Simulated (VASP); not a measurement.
Input of a VASP 6.6.1 run:

INCAR

```
ALGO = Fast
EDIFF = 1E-7
EDIFFG = -0.01
ENCUT = 600
GGA = PS
IBRION = 2
ISIF = 3
ISMEAR = 0
LASPH = True
LCHARG = False
LREAL = False
LWAVE = False
NELM = 80
NSW = 60
PREC = Accurate
SIGMA = 0.05
```

KPOINTS

```
k-points
0
Gamma
  9 9 3
```

Contents of POSCAR:

```
GeH3C
1.0
    3.9600000000      0.0000000000      0.0000000000
   -1.9800000000      3.4294605990      0.0000000000
    0.0000000000      0.0000000000      8.7000000000
Ge C H
2 2 6
Direct
    0.3333333333      0.6666666667      0.5425287356
    0.6666666667      0.3333333333      0.4574712644
    0.3333333333      0.6666666667      0.7701149425
    0.6666666667      0.3333333333      0.2298850575
    0.6336721097      0.8168360549      0.8114942529
    0.1831639451      0.8168360549      0.8114942529
    0.1831639451      0.3663278903      0.8114942529
    0.3663278903      0.1831639451      0.1885057471
    0.8168360549      0.1831639451      0.1885057471
    0.8168360549      0.6336721097      0.1885057471
```

Potentials or basis: VASP PAW PBE potentials, release 64 (Ge_d, C, H).

Launch:

```console
$ cat potpaw_PBE.64/Ge_d/POTCAR potpaw_PBE.64/C/POTCAR potpaw_PBE.64/H/POTCAR > POTCAR
$ mpirun -np 1 vasp_std > vasp.out
```

What does it give for the space group after relaxing (to 0.05 Å)?

P-3m1 (No. 164).

Estimate the band gap on the k mesh.

0.93 eV, direct.

Final structure:
```cif
data_structure
_symmetry_space_group_name_H-M 'P 1'
_symmetry_Int_Tables_number 1
_cell_length_a 4.0348
_cell_length_b 4.0348
_cell_length_c 8.7695
_cell_angle_alpha 90.000
_cell_angle_beta 90.000
_cell_angle_gamma 120.000
_cell_volume 123.63
loop_
_atom_site_label
_atom_site_type_symbol
_atom_site_fract_x
_atom_site_fract_y
_atom_site_fract_z
_atom_site_occupancy
Ge1 Ge 0.33333 0.66667 0.54397 1
Ge2 Ge 0.66667 0.33333 0.45603 1
C1 C 0.33333 0.66667 0.76911 1
C2 C 0.66667 0.33333 0.23089 1
H1 H 0.62857 0.81429 0.81267 1
H2 H 0.18571 0.81429 0.81267 1
H3 H 0.18571 0.37143 0.81267 1
H4 H 0.37143 0.18571 0.18733 1
H5 H 0.81429 0.18571 0.18733 1
H6 H 0.81429 0.62857 0.18733 1
```

Caveat: an odd mesh through Γ misses points on the zone boundary, where band edges often lie. Expect the measured gap to be larger: semilocal functionals such as PBEsol lack the derivative discontinuity.
